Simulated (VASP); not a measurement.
An input for Quantum ESPRESSO's pw.x (written as the equivalent of a VASP run, and not itself run):

```
&CONTROL
  calculation = 'vc-relax'
  pseudo_dir = './pseudo'
  outdir = './out'
  tprnfor = .true.
  tstress = .true.
  nstep = 60
  forc_conv_thr = 0.00078
/
&SYSTEM
  ibrav = 0
  nat = 8
  ntyp = 3
  ecutwfc = 80
  occupations = 'smearing'
  smearing = 'gaussian'
  degauss = 0.003675
  input_dft = 'pbesol'
/
&ELECTRONS
  conv_thr = 7.3e-08
  electron_maxstep = 100
/
&IONS
/
&CELL
/
ATOMIC_SPECIES
  Ga 69.723 Ga.upf
  Sb 121.760 Sb.upf
  Al 26.982 Al.upf
CELL_PARAMETERS angstrom
     0.0000000    3.0665137    3.0665137
     3.0665137    0.0000000    3.0665137
    12.2388433   12.2388433    0.0272116
ATOMIC_POSITIONS crystal
  Ga   0.9995842  0.9995842  0.0003119
  Ga   0.9998719  0.9998719  0.2500961
  Ga   0.0002720  0.0002720  0.4997960
  Sb   0.2500061  0.2500061  0.0624954
  Sb   0.2501378  0.2501378  0.3123967
  Sb   0.2508989  0.2508989  0.5618258
  Sb   0.2496075  0.2496075  0.8127944
  Al   0.9996216  0.9996216  0.7502838
K_POINTS automatic
  6 6 2 0 0 0
```

### Question
Write the VASP files for the same calculation (PBEsol).

### Answer
One answer among several that fit: 
### INCAR
```
! general
SYSTEM  = AlGa3Sb4
PREC    = Accurate
ENCUT   = 400
LREAL   = .FALSE.   ! projection in real space or not
LASPH   = .TRUE.   ! aspherical one-centre terms

! electronic loop
EDIFF   = 1E-6
NELM    = 100   ! most electronic steps
ALGO    = Normal
LMAXMIX = 4   ! l cut-off of mixed one-centre charges

! smearing
ISMEAR  = 0   ! Gaussian
SIGMA   = 0.05   ! width (eV)

! functional
GGA     = PS   ! PBEsol

! ions
IBRION  = 2
NSW     = 60
ISIF    = 3   ! ions, shape and volume
EDIFFG  = -0.02

! output
LWAVE   = .FALSE.
LCHARG  = .FALSE.
```

### POSCAR
```
AlGa3Sb4
1
    0.0000000000     3.0665137185     3.0665137185
    3.0665137185     0.0000000000     3.0665137185
   12.2388433032    12.2388433032     0.0272115706
Ga Sb Al
3 4 1
Direct
  0.9995841714   0.9995841714   0.0003118714
  0.9998719297   0.9998719297   0.2500960527
  0.0002720378   0.0002720378   0.4997959716
  0.2500061282   0.2500061282   0.0624954038
  0.2501377521   0.2501377521   0.3123966860
  0.2508989351   0.2508989351   0.5618257987
  0.2496074917   0.2496074917   0.8127943812
  0.9996215538   0.9996215538   0.7502838346
```

### KPOINTS
```
Automatic mesh
0
Gamma
6 6 2
0 0 0
```

POTCAR, in this order: Ga_d Sb Al (PBE.64 set). Program: vasp_std.

The two are equivalent in intent, not identical: the potentials are each code's own (VASP's PAW set, PseudoDojo norm-conserving files in pw.x), so ENCUT and ecutwfc are chosen apart and not converted; conv_thr bounds pw.x's estimated SCF error, while EDIFF bounds the energy change between steps; forc_conv_thr acts on force components and is met together with etot_conv_thr.

The structure was generated: AlGa3Sb4 was put into an ordered model structure (R3m), which need not be its known phase. This run relaxes it. Symmetry was kept, so distortions that lower it aren't found. The start is the result of an earlier pass.
